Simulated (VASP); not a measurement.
Energy against volume of CsPbBr3 (cubic perovskite). Method: revTPSS meta-GGA, VASP's PBE PAW potentials (set 64) (plane waves; VASP 6.6.1).

| V (Å³/atom) | E (eV/atom) |
|---|---|
| 40.113 | 14.64135 |
| 41.393 | 14.63331 |
| 42.673 | 14.63070 |
| 43.953 | 14.63270 |
| 45.233 | 14.63856 |

**Question.** Fit a third-order Birch-Murnaghan equation of state.

**Answer.** 
* **volume per atom**: 42.72 Å³/atom
* **bulk modulus**: 19.0 GPa
* **pressure derivative of the bulk modulus**: 4.66
* **lattice constant a**: 5.978 Å

The compound is CsPbBr3 in the cubic perovskite structure, the ideal cubic form; the compound distorts at low or room temperature. It was relaxed first, which changed the volume by +6 %.
